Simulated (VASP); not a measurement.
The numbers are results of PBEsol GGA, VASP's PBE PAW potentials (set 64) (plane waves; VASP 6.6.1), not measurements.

VASP ran on this input.

### POSCAR
```
AlN
1.0
  0.0000000000   2.1887524873   2.1887524873
  2.1887524873   0.0000000000   2.1887524873
  2.1887524873   2.1887524873   0.0000000000
Al N
1 1
Cartesian
  0.0000000000   0.0000000000   0.0000000000
  3.2831287309   3.2831287309   3.2831287309
```

### KPOINTS
```
Automatic mesh
0
Gamma
12 12 12
0 0 0
```

### INCAR
```
# general
SYSTEM  =  AlN
PREC    =  Accurate
ENCUT   =  520
LREAL   =  F   # projection in real space or not
LASPH   =  T

# electronic loop
EDIFF   =  1E-7   # SCF stop (eV)
NELM    =  100
ALGO    =  Normal

# smearing
ISMEAR  =  -5   # tetrahedra, Bloechl

# functional
GGA     =  PS   # PBEsol

# ions
ISIF    =  2   # forces and stress, cell fixed

# output
LWAVE   =  F
LCHARG  =  T
LORBIT  =  11   # lm-projected
NEDOS   =  601
```

POTCAR, in this order: Al N (PBE.64 set). Program: vasp_std.

Question: What will the output report for the number of irreducible k-points (NKPTS), number of bands (NBANDS), largest plane-wave count, number of space-group operations, FFT grid (NGX, NGY, NGZ)?

Answer: 
```json
{
  "number of irreducible k-points (NKPTS)": "72",
  "number of bands (NBANDS)": "8",
  "largest_plane_wave_count": "588",
  "number_of_space_group_operations": "24",
  "FFT grid (NGX, NGY, NGZ)": "24 × 24 × 24"
}
```

The structure comes from a computed database's AlN entry (F-43m); how it stands against other phases isn't given here. It was relaxed first.
